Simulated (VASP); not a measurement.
## GW on C (Diamond)

How does the gap of C (Diamond) change from the starting functional to GW? The cell has space group Fd-3m. The start is a cell from a database of measured crystal structures.

Method: LDA; plane waves and PAW (C_GW), in the first sound run; inputs show where later runs differ, in VASP 6.6.1.

This is a report of a sequence of runs, with most program output left out.

**1. The structure**

It takes space group Fd-3m (No. 227, cubic). The conventional cell has a = 3.567 Å, b = 3.567 Å, c = 3.567 Å, α = 90.00°, β = 90.00°, γ = 90.00°. Nearest to C lie 4 C at 1.54 Å.

**2. Ground state**

Many-body steps start from the orbitals of a self-consistent run, here LDA. EDIFF is tight for accurate orbitals, and a narrow smearing avoids fractional occupations.

INCAR

```
SYSTEM = C
PREC = Accurate
ENCUT = 440
EDIFF = 1E-08
NELM = 100
ISMEAR = 0
SIGMA = 0.01
LREAL = .FALSE.
ALGO = Normal
GGA = CA
NBANDS = 10
LORBIT = 11
LWAVE = .TRUE.
LCHARG = .FALSE.
KPAR = 4
```

POSCAR

```
C
1.0
    0.0000000000      1.7833700000      1.7833700000
    1.7833700000      0.0000000000      1.7833700000
    1.7833700000      1.7833700000      0.0000000000
C
2
Direct
    0.7500000000      0.7500000000      0.7500000000
    0.5000000000      0.5000000000      0.5000000000
```

KPOINTS

```
Automatic mesh
0
Gamma
9 9 9
0 0 0
```

The projector-augmented-wave data sets are C_GW (LDA family, release 64).

The run is started by

```console
> mpirun -np 4 vasp_std
```

Wall time 3 s (4 MPI ranks of Intel Xeon Platinum 8375C at 2.90GHz (Ice Lake), shared host); peak memory 0.4 GiB; 4.1 s of CPU time.

The gap is read on the k-mesh alone, so it is an upper bound where the band edges lie off the mesh.

Numbers from this step:

```
free energy (TOTEN)            : -20.23 eV
Fermi energy                   : 9.960 eV
pressure                       : -18.29 GPa
gap on the k-mesh              : 4.127 eV
least direct gap on the k-mesh : 5.547 eV
```

The cell has a gap of 4.13 eV on this mesh and a pressure of -18.3 GPa, which holds the strain of the given cell against this functional's own volume, and any error of cutoff and mesh.

**3. Empty bands, functional LDA**

ALGO = Exact makes the empty bands from the converged ground state in one step. LOPTICS writes the k-derivatives of the orbitals (WAVEDER), which give the long-wavelength limit of the screening.

INCAR

```
SYSTEM = C
PREC = Accurate
ENCUT = 440
ISMEAR = 0
SIGMA = 0.01
LREAL = .FALSE.
GGA = CA
NBANDS = 64
ALGO = Exact
NELM = 1
LWAVE = .TRUE.
LCHARG = .FALSE.
LOPTICS = .TRUE.
NEDOS = 1000
CSHIFT = 0.1
```

POSCAR is that of step 2.

KPOINTS is that of step 2.

The run is started by

```console
> mpirun -np 4 vasp_std
```

It took 3.8 s on 4 MPI ranks; peak memory 0.43 GiB.

WAVECAR now holds 64 bands for 8 electrons. Its independent-particle dielectric tensor has xx, yy, zz = 6.0, 6.0, 6.0 on this mesh, which isn't tested for convergence; a coarse zone-centred mesh tends to overstate it, local fields are missing, and the same mesh feeds the screening.

**4. evGW0**

This step: evGW0 on LDA; plane waves and PAW (C_GW) (VASP 6.6.1).

The lowest NBANDSGW levels in G are updated for four passes while W stays fixed, so the result depends less on the starting levels.

INCAR

```
SYSTEM = C
PREC = Accurate
ENCUT = 440
ISMEAR = 0
SIGMA = 0.01
LREAL = .FALSE.
GGA = CA
NBANDS = 64
ALGO = EVGW0
NELMGW = 4
ENCUTGW = 180
NOMEGA = 48
PRECFOCK = Fast
NBANDSGW = 12
LWAVE = .FALSE.
LCHARG = .FALSE.
```

POSCAR is that of step 3.

KPOINTS is that of step 3.

The run is started by

```console
> mpirun -np 4 vasp_std
```

Elapsed: 10 min, on 4 MPI ranks; peak memory 1 GiB.

This step gave:

| Quantity | Value |
| --- | --- |
| quasiparticle gap on the mesh | 5.620 eV |
| smallest direct quasiparticle gap on the mesh | 7.507 eV |
| gap of the starting orbitals on the mesh | 4.127 eV |

QP gap by iteration, by row:

```tsv
iteration	gap (eV)	direct gap (eV)
1	5.444	7.291
2	5.598	7.481
3	5.617	7.504
4	5.62	7.507
```

GW takes the gap from 4.127 to 5.620 eV. The value holds for 64 bands, ENCUTGW = 180 eV and this mesh, and isn't shown to be converged in them.

**5. Orbitals for another starting point**

This step: LDA; plane waves and PAW (C_GW) (VASP 6.6.1).

A hybrid converges faster from good orbitals, so a cheap LDA run writes WAVECAR first.

INCAR

```
SYSTEM = C
PREC = Accurate
ENCUT = 440
EDIFF = 1E-05
NELM = 100
ISMEAR = 0
SIGMA = 0.01
LREAL = .FALSE.
ALGO = Normal
GGA = CA
NBANDS = 10
LORBIT = 11
LWAVE = .TRUE.
LCHARG = .FALSE.
KPAR = 4
```

POSCAR is that of step 4.

KPOINTS is that of step 4.

The run is started by

```console
> mpirun -np 4 vasp_std
```

The job ended after 2.6 s (4 MPI ranks; peak memory 0.39 GiB; 4.1 s of CPU time).

This step gave:

```
pressure : -18.26 GPa
```

The run ends at a pressure of -18.26 GPa.

**6. Another starting point**

This step: HSE06; plane waves and PAW (C_GW) (VASP 6.6.1).

To see how much the result owes to its start, the ground state is made again with HSE06. EDIFF is tight for accurate orbitals, and a narrow smearing avoids fractional occupations.

INCAR

```
SYSTEM = C
PREC = Accurate
ENCUT = 440
EDIFF = 1E-08
NELM = 100
ISMEAR = 0
SIGMA = 0.01
LREAL = .FALSE.
ALGO = Normal
LHFCALC = .TRUE.
AEXX = 0.25
GGA = PE
HFSCREEN = 0.2
LASPH = .TRUE.
NBANDS = 10
PRECFOCK = Fast
LORBIT = 11
LWAVE = .TRUE.
LCHARG = .FALSE.
KPAR = 4
```

POSCAR is that of step 5.

KPOINTS is that of step 5.

The run starts from files that an earlier step left in the folder.

The run is started by

```console
> mpirun -np 4 vasp_std
```

Wall time 3.1 min (4 MPI ranks); peak memory 0.81 GiB; 12 min of CPU time.

The PAW data sets were made with LDA, a small mismatch for this functional.

This step gave:

| Quantity | Value |
| --- | --- |
| free energy (TOTEN) | -21.11 eV |
| Fermi energy | 9.468 eV |
| gap on the k-mesh | 5.332 eV |
| least direct gap on the k-mesh | 6.993 eV |

**7. Empty bands, functional HSE06**

INCAR

```
SYSTEM = C
PREC = Accurate
ENCUT = 440
ISMEAR = 0
SIGMA = 0.01
LREAL = .FALSE.
LHFCALC = .TRUE.
AEXX = 0.25
GGA = PE
HFSCREEN = 0.2
LASPH = .TRUE.
NBANDS = 64
PRECFOCK = Fast
ALGO = Exact
NELM = 1
LWAVE = .TRUE.
LCHARG = .FALSE.
LOPTICS = .TRUE.
NEDOS = 1000
CSHIFT = 0.1
```

POSCAR is that of step 6.

KPOINTS is that of step 6.

The WAVECAR or CHGCAR of an earlier step is read.

The run is started by

```console
> mpirun -np 4 vasp_std
```

It took 5.6 min on 4 MPI ranks; peak memory 0.93 GiB; 22 min of CPU time.

**8. G0W0**

This step: G0W0 on HSE06; plane waves and PAW (C_GW) (VASP 6.6.1).

One pass of GW corrects the levels to first order, with G and W from the starting orbitals.

INCAR

```
SYSTEM = C
PREC = Accurate
ENCUT = 440
ISMEAR = 0
SIGMA = 0.01
LREAL = .FALSE.
LHFCALC = .TRUE.
AEXX = 0.25
GGA = PE
HFSCREEN = 0.2
LASPH = .TRUE.
NBANDS = 64
PRECFOCK = Fast
ALGO = EVGW0
NELMGW = 1
ENCUTGW = 180
NOMEGA = 48
NBANDSGW = 12
LWAVE = .FALSE.
LCHARG = .FALSE.
```

POSCAR is that of step 7.

KPOINTS is that of step 7.

The WAVECAR or CHGCAR of an earlier step is read.

The run is started by

```console
> mpirun -np 4 vasp_std
```

Run time: 2.5 min. Hardware: 4 MPI ranks; peak memory 1.4 GiB.

This step gave:

```yaml
quasiparticle_gap_on_the_mesh: 5.885 eV
smallest_direct_quasiparticle_gap_on_the_mesh: 7.781 eV
gap_of_the_starting_orbitals_on_the_mesh: 5.332 eV
```

GW takes the gap from 5.332 to 5.885 eV. That is +441 meV against the one-shot pass on LDA. The value holds for 64 bands, ENCUTGW = 180 eV and this mesh, and isn't shown to be converged in them.

**9. Summary**

This step: GW series: evGW0 on LDA, G0W0 on HSE06; plane waves and PAW (VASP 6.6.1).

No new run; the numbers come from the runs before.

Cost is wall time times ranks on a shared host, with the step that makes the empty bands. GW runs:

```tsv
level	bands	ENCUTGW (eV)	NOMEGA	k mesh	starting gap (eV)	quasiparticle gap (eV)	direct gap (eV)	cost (core minutes)
evGW0 on LDA	64	180	48	9x9x9	4.127	5.62	7.507	41
G0W0 on HSE06	64	180	48	9x9x9	5.332	5.885	7.781	32.35
```

**10. Outcome**

- evGW0 on LDA, 64 bands, ENCUTGW 180 eV, NOMEGA 48, mesh 9×9×9: 4.127 → 5.620 eV
- G0W0 on HSE06, 64 bands, ENCUTGW 180 eV, NOMEGA 48, mesh 9×9×9: 5.332 → 5.885 eV

**Reading.** evGW0 gives a quasiparticle gap of 5.620 eV on the mesh , 1.49 eV over the LDA gap on the same mesh. On this mesh the starting valence top lies at Γ and the conduction bottom at (0.333, 0.333, 0), so the starting gap is indirect. Over the final values of the levels run here the gap spans 5.62 to 5.89 eV. In evGW0 the first pass, which is the one-shot result, gives 5.444 eV and pass 4 gives 5.620 eV; the last pass changed the gap by +3 meV, so the loop is converged. One-shot gaps: 5.444 eV from LDA and 5.885 eV from HSE06. The starting gaps span 1.21 eV and the one-shot gaps 0.44 eV. Bands, response cutoff and mesh weren't tested for convergence, and band edges off the mesh aren't seen. The given cell is kept, although it stands at -18.3 GPa at LDA with the cutoff and mesh of that run. Not tabulated here, as repeats of values shown or as unfit to read for their mesh, reference level or band range: eps2 curves (empty bands); eps1 curves and static values (empty bands); gaps (empty bands).

[Lines on the potential files, build, host, timing and source positions are cut from VASP's logs without a mark.]

[Logs are printed without paths, hosts, clocks, repeated set-up lines and the standing remarks that a program may print on its own settings, such as how far it seeks lower states.]

[Hosts, paths, dates, database ids (printed as entryN), source tags and the programs' standing remarks are cut or masked in the printed files.]

[Measured values are set beside computed ones only where the two were judged alike; some that the calculation misses by far are left out.]

[Pressures printed for these runs are not shown converged in the cutoff: they can be off by several GPa and have the wrong sign.]
